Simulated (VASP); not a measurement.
A convergence study with VASP on NiSi2 (fluorite): a few settings are varied, all else stays as given below, so the limit is that of these other settings. The cell's lengths are 1 % over those of the tabulated start and one atom is moved, so it is off equilibrium.

```xyz
3
Lattice="0.0000 2.7321 2.7321 2.7321 0.0000 2.7321 2.7321 2.7321 0.0000" Properties=species:S:1:pos:R:3 pbc="T T T"
Si     1.3660     1.3660     1.3660
Si     4.0981     4.0981     4.0981
Ni     0.0606     0.0000     0.0000
```

Calculation: PBEsol GGA, VASP's PBE PAW potentials (set 64) (plane waves; VASP). The last row used: LREAL = Auto, 600 eV cut-off, 8×8×8 Γ-centred mesh, first-order Methfessel-Paxton smearing of 0.10 eV, potentials Si Ni.

```csv
setting,E (eV/atom),pressure (GPa),largest force (eV/Å),plane waves
"ENCUT = 300, LREAL = .FALSE., PREC = Normal",-6.3084,-5.62,0.522,531
"ENCUT = 400, LREAL = .FALSE., PREC = Normal",-6.3098,-5.55,0.526,754
"ENCUT = 500, LREAL = .FALSE., PREC = Normal",-6.3092,-5.40,0.526,1056
"ENCUT = 600, LREAL = .FALSE., PREC = Normal",-6.3091,-5.40,0.526,1380
"ENCUT = 300, LREAL = .FALSE., PREC = Accurate",-6.3087,-5.62,0.525,531
"ENCUT = 400, LREAL = .FALSE., PREC = Accurate",-6.3098,-5.55,0.526,754
"ENCUT = 500, LREAL = .FALSE., PREC = Accurate",-6.3092,-5.38,0.525,1056
"ENCUT = 600, LREAL = .FALSE., PREC = Accurate",-6.3091,-5.40,0.526,1380
"ENCUT = 300, LREAL = Auto, PREC = Normal",-6.3094,-5.73,0.520,531
"ENCUT = 400, LREAL = Auto, PREC = Normal",-6.3105,-5.55,0.521,754
"ENCUT = 500, LREAL = Auto, PREC = Normal",-6.3095,-5.39,0.525,1056
"ENCUT = 600, LREAL = Auto, PREC = Normal",-6.3100,-5.76,0.520,1380
"ENCUT = 300, LREAL = Auto, PREC = Accurate",-6.3089,-5.65,0.528,531
"ENCUT = 400, LREAL = Auto, PREC = Accurate",-6.3102,-5.54,0.523,754
"ENCUT = 500, LREAL = Auto, PREC = Accurate",-6.3094,-5.39,0.526,1056
"ENCUT = 600, LREAL = Auto, PREC = Accurate",-6.3094,-5.39,0.525,1380
```

Left out are rungs that failed or repeat a setting and relaxations that didn't move; long series are thinned to 24 rows.

The compound is NiSi2 in the fluorite structure. The cell was not relaxed at this level, it is distorted from the ideal structure. The run is not spin-polarised, so no magnetic state was tried.
